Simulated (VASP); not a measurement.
Energy against volume of CdSe (wurtzite). All values below come from TPSS meta-GGA, VASP's PBE PAW potentials (set 64) (plane waves; VASP 6.6.1). Numerical set-up: 520 eV cut-off, 6×6×3 Γ-centred mesh, Gaussian smearing of 0.050 eV, potentials Cd Se.

Shape and ions are relaxed at each volume.

```csv
V (Å³/atom),E (eV/atom)
28.006,-10.94294
28.900,-10.95586
29.793,-10.95980
30.687,-10.95617
```

Task: Fit these four points and predict the energy of the run at 31.581 Å³/atom.

Result: A cubic in V^(−2/3), the third-order Birch-Murnaghan form, passes through the four points with V0 = 29.79 Å³/atom and B0 = 45 GPa, and gives -10.9461 eV/atom there. The run gave -10.9462 eV/atom, -0.0 meV/atom from the fit; all five points give B0 = 45 GPa.

The compound is CdSe in the wurtzite structure. It was relaxed first, which changed the volume by +6 %.
